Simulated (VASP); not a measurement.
Output of a VASP run:

**OSZICAR**
```
...
RMM:   4    -0.266308059732E+03   -0.55871E-04   -0.14517E-03   650   0.763E-02    0.316E-02
RMM:   5    -0.266308088813E+03   -0.29081E-04   -0.37405E-04   687   0.364E-02    0.147E-02
RMM:   6    -0.266308094094E+03   -0.52811E-05   -0.73648E-05   498   0.158E-02
   8 F= -.26630809E+03 E0= -.26627128E+03  d E =-.217431E-01  mag=     1.0000
       N       E                     dE             d eps       ncg     rms          rms(c)
DAV:   1    -0.266307318903E+03    0.76991E-03   -0.10594E+00   656   0.207E+00    0.321E-01
RMM:   2    -0.266312346362E+03   -0.50275E-02   -0.58334E-02   640   0.451E-01    0.912E-02
RMM:   3    -0.266313314416E+03   -0.96805E-03   -0.95672E-03   679   0.186E-01    0.628E-02
RMM:   4    -0.266313363890E+03   -0.49474E-04   -0.12918E-03   650   0.719E-02    0.299E-02
RMM:   5    -0.266313389829E+03   -0.25939E-04   -0.32983E-04   679   0.343E-02    0.142E-02
RMM:   6    -0.266313394650E+03   -0.48205E-05   -0.66327E-05   495   0.150E-02
   9 F= -.26631339E+03 E0= -.26627643E+03  d E =-.270437E-01  mag=     1.0000
       N       E                     dE             d eps       ncg     rms          rms(c)
DAV:   1    -0.266320827103E+03   -0.74373E-02   -0.77163E-01   656   0.166E+00    0.272E-01
RMM:   2    -0.266324800329E+03   -0.39732E-02   -0.48347E-02   640   0.411E-01    0.113E-01
RMM:   3    -0.266325559056E+03   -0.75873E-03   -0.86308E-03   688   0.170E-01    0.717E-02
RMM:   4    -0.266325563803E+03   -0.47468E-05   -0.98846E-04   648   0.633E-02    0.324E-02
RMM:   5    -0.266325575131E+03   -0.11329E-04   -0.25810E-04   651   0.314E-02    0.126E-02
RMM:   6    -0.266325579890E+03   -0.47584E-05   -0.67172E-05   517   0.146E-02
  10 F= -.26632558E+03 E0= -.26628843E+03  d E =-.121852E-01  mag=     1.0000
       N       E                     dE             d eps       ncg     rms          rms(c)
DAV:   1    -0.266326168830E+03   -0.59370E-03   -0.14173E-01   736   0.710E-01    0.116E-01
RMM:   2    -0.266326914183E+03   -0.74535E-03   -0.89775E-03   640   0.177E-01    0.486E-02
RMM:   3    -0.266327057203E+03   -0.14302E-03   -0.16122E-03   690   0.732E-02    0.318E-02
RMM:   4    -0.266327057484E+03   -0.28134E-06   -0.18138E-04   644   0.273E-02    0.145E-02
RMM:   5    -0.266327059335E+03   -0.18513E-05   -0.48029E-05   487   0.136E-02
  11 F= -.26632706E+03 E0= -.26628984E+03  d E =-.136647E-01  mag=     1.0000
       N       E                     dE             d eps       ncg     rms          rms(c)
DAV:   1    -0.266328032030E+03   -0.97455E-03   -0.38385E-01   640   0.123E+00    0.182E-01
RMM:   2    -0.266329826899E+03   -0.17949E-02   -0.19942E-02   640   0.261E-01    0.562E-02
RMM:   3    -0.266330121781E+03   -0.29488E-03   -0.30493E-03   666   0.106E-01    0.361E-02
RMM:   4    -0.266330144185E+03   -0.22403E-04   -0.44399E-04   667   0.409E-02    0.174E-02
RMM:   5    -0.266330151514E+03   -0.73290E-05   -0.97633E-05   570   0.188E-02
  12 F= -.26633015E+03 E0= -.26629310E+03  d E =-.309218E-02  mag=     1.0000
       N       E                     dE             d eps       ncg     rms          rms(c)
DAV:   1    -0.266330155425E+03   -0.11240E-04   -0.11812E-03   752   0.683E-02    0.108E-02
RMM:   2    -0.266330159641E+03   -0.42160E-05   -0.51581E-05   485   0.134E-02    0.341E-03
RMM:   3    -0.266330160003E+03   -0.36255E-06   -0.58474E-06   365   0.498E-03    0.182E-03
RMM:   4    -0.266330160013E+03   -0.97916E-08   -0.57831E-07   185   0.184E-03
  13 F= -.26633016E+03 E0= -.26629310E+03  d E =-.310068E-02  mag=     1.0000
```

### OUTCAR
```
------------------------ aborting loop because EDIFF is reached ----------------------------------------
  FORCE on cell =-STRESS in cart. coord.  units (eV):
  Direction    XX          YY          ZZ          XY          YZ          ZX
  --------------------------------------------------------------------------------------
  Total      -13.9069467    -13.9192515    -13.8948951     -0.9462681     -0.4740215     -1.1574726
  in kB      -14.5658210    -14.5787087    -14.5531984     -0.9910997     -0.4964794     -1.2123106
  external PRESSURE =     -14.5659093 kB  Pullay stress =       0.0000000 kB
  volume of cell :     1529.70
      direct lattice vectors                 reciprocal lattice vectors
    11.522210422  0.000000000  0.000000000     0.086788903  0.000000000  0.000000000
     0.000000000 11.522210422  0.000000000     0.000000000  0.086788903  0.000000000
     0.000000000  0.000000000 11.522210422     0.000000000  0.000000000  0.086788903
  FREE ENERGIE OF THE ION-ELECTRON SYSTEM (eV)
  ---------------------------------------------------
  free  energy   TOTEN  =      -266.3301600133 eV

  energy  without entropy=     -266.2560311838  energy(sigma->0) =     -266.29309560

 total charge

# of ion       s       p       d       tot
------------------------------------------
    1        1.105   1.044   0.108   2.257
    2        1.075   1.112   0.118   2.305
    3        1.075   1.113   0.118   2.306
    4        1.065   1.122   0.119   2.306
    5        1.075   1.111   0.118   2.304
    6        1.062   1.120   0.119   2.301
    7        1.075   1.113   0.118   2.306
    8        1.075   1.111   0.118   2.304
    9        1.078   1.087   0.114   2.279
   10        1.079   1.086   0.114   2.278
   11        1.062   1.120   0.119   2.301
   12        1.079   1.086   0.114   2.279
   13        1.075   1.113   0.118   2.306
   14        1.105   1.044   0.108   2.257
   15        1.075   1.113   0.118   2.306
   16        1.075   1.112   0.118   2.305
   17        1.078   1.087   0.114   2.279
   18        1.078   1.086   0.114   2.278
   19        1.105   1.044   0.108   2.257
   20        1.078   1.087   0.114   2.279
   21        1.078   1.086   0.114   2.278
   22        1.075   1.113   0.118   2.306
   23        1.079   1.086   0.114   2.278
   24        1.078   1.087   0.114   2.279
   25        1.075   1.113   0.118   2.306
   26        1.062   1.120   0.119   2.301
   27        1.079   1.086   0.114   2.278
   28        1.075   1.112   0.118   2.305
   29        1.079   1.086   0.114   2.278
   30        1.078   1.087   0.114   2.279
   31        1.075   1.113   0.118   2.306
   32        1.225   1.541   0.023   2.789
   33        1.226   1.540   0.023   2.788
   34        1.226   1.540   0.023   2.788
   35        1.213   1.555   0.023   2.791
   36        1.209   1.562   0.024   2.795
   37        1.209   1.563   0.024   2.796
   38        1.213   1.557   0.023   2.792
   39        1.209   1.562   0.024   2.795
   40        1.231   1.466   0.036   2.734
   41        1.209   1.563   0.024   2.796
   42        1.209   1.563   0.024   2.796
   43        1.209   1.563   0.024   2.796
   44        1.213   1.556   0.023   2.792
   45        1.225   1.542   0.023   2.790
   46        1.225   1.540   0.023   2.789
   47        1.209   1.562   0.024   2.795
   48        1.231   1.466   0.036   2.733
...
```
(Selected blocks of OUTCAR.)

File POSCAR:
```
Ga31As32C
1
   11.5222104216     0.0000000000     0.0000000000
    0.0000000000    11.5222104216    -0.0000000000
   -0.0000000000    -0.0000000000    11.5222104216
Ga As C
31 32 1
Direct
  0.5000000000   0.0000000000   0.0000000000
  0.7500000000   0.2500000000   0.0000000000
  0.7500000000   0.0000000000   0.2500000000
  0.0000000000   0.0000000000   0.0000000000
  0.2500000000   0.2500000000   0.0000000000
  0.5000000000   0.5000000000   0.0000000000
  0.7500000000   0.7500000000   0.0000000000
  0.2500000000   0.0000000000   0.2500000000
  0.5000000000   0.2500000000   0.2500000000
  0.7500000000   0.5000000000   0.2500000000
  0.5000000000   0.0000000000   0.5000000000
  0.7500000000   0.2500000000   0.5000000000
  0.7500000000   0.0000000000   0.7500000000
  0.0000000000   0.5000000000   0.0000000000
  0.2500000000   0.7500000000   0.0000000000
  0.0000000000   0.2500000000   0.2500000000
  0.2500000000   0.5000000000   0.2500000000
  0.5000000000   0.7500000000   0.2500000000
  0.0000000000   0.0000000000   0.5000000000
  0.2500000000   0.2500000000   0.5000000000
  0.7500000000   0.7500000000   0.5000000000
  0.2500000000   0.0000000000   0.7500000000
  0.5000000000   0.2500000000   0.7500000000
  0.7500000000   0.5000000000   0.7500000000
  0.0000000000   0.7500000000   0.2500000000
  0.0000000000   0.5000000000   0.5000000000
  0.2500000000   0.7500000000   0.5000000000
  0.0000000000   0.2500000000   0.7500000000
  0.2500000000   0.5000000000   0.7500000000
  0.5000000000   0.7500000000   0.7500000000
  0.0000000000   0.7500000000   0.7500000000
  0.6250000000   0.1250000000   0.1250000000
  0.8750000000   0.3750000000   0.1250000000
  0.8750000000   0.1250000000   0.3750000000
  0.1250000000   0.1250000000   0.1250000000
  0.3750000000   0.3750000000   0.1250000000
  0.6250000000   0.6250000000   0.1250000000
  0.8750000000   0.8750000000   0.1250000000
  0.3750000000   0.1250000000   0.3750000000
  0.6207370000   0.3718100000   0.3762860000
  0.8750000000   0.6250000000   0.3750000000
  0.6250000000   0.1250000000   0.6250000000
  0.8750000000   0.3750000000   0.6250000000
  0.8750000000   0.1250000000   0.8750000000
  0.1250000000   0.6250000000   0.1250000000
  0.3750000000   0.8750000000   0.1250000000
  0.1250000000   0.3750000000   0.3750000000
  0.3708880000   0.6223310000   0.3729020000
  0.6250000000   0.8750000000   0.3750000000
  0.1250000000   0.1250000000   0.6250000000
  0.3781380000   0.3706690000   0.6216780000
  0.6275280000   0.6223620000   0.6244890000
  0.8750000000   0.8750000000   0.6250000000
  0.3750000000   0.1250000000   0.8750000000
  0.6250000000   0.3750000000   0.8750000000
  0.8750000000   0.6250000000   0.8750000000
  0.1250000000   0.8750000000   0.3750000000
  0.1250000000   0.6250000000   0.6250000000
  0.3750000000   0.8750000000   0.6250000000
  0.1250000000   0.3750000000   0.8750000000
  0.3750000000   0.6250000000   0.8750000000
  0.6250000000   0.8750000000   0.8750000000
  0.1250000000   0.8750000000   0.8750000000
  0.4981490000   0.5003530000   0.4965860000
```

Question: Reconstruct the remaining input files.

Answer: Several could match; the one computed here: the input of the run itself, PBE GGA, plane waves, VASP's PBE PAW potentials (set 64).

KPOINTS:
```
Regular mesh
0
G
 1 1 1
0 0 0
```

### INCAR
```
ISYM=0
ENCUT=400   # plane-wave cut-off (eV)
NELMIN=4
NUPDOWN=1
LREAL=Auto
SYSTEM=Ga31As32C
LWAVE=.False.
GGA=PE   # PBE
IBRION=2
EDIFFG=-0.03   # ionic stop
PREC=Normal
SIGMA=0.05   # width (eV)
NSW=60
NELECT=255.0
MAGMOM=64*0.0156
ISIF=2   # forces and stress, cell fixed
NELM=100   # most electronic steps
ISMEAR=0   # Gaussian
LCHARG=.False.
ALGO=Fast
LMAXMIX=4   # l cut-off of mixed one-centre charges
LORBIT=10
EDIFF=1E-5
LASPH=.True.   # aspherical one-centre terms
ISPIN=2   # spin-polarised
```

POTCAR, in this order: Ga As C (PBE.64 set). Program: vasp_gam.

At this cut-off the stress carries a Pulay error, which pulls relaxed volumes low. The cell is charged, with a uniform compensating background. The supercell is sampled at Γ alone, which is coarse: total energies, pressure and levels can be off, energies of defects by several tenths of an eV.

The cell is a supercell with a defect, built from GaAs (zinc blende): C_Ga, charge +2.
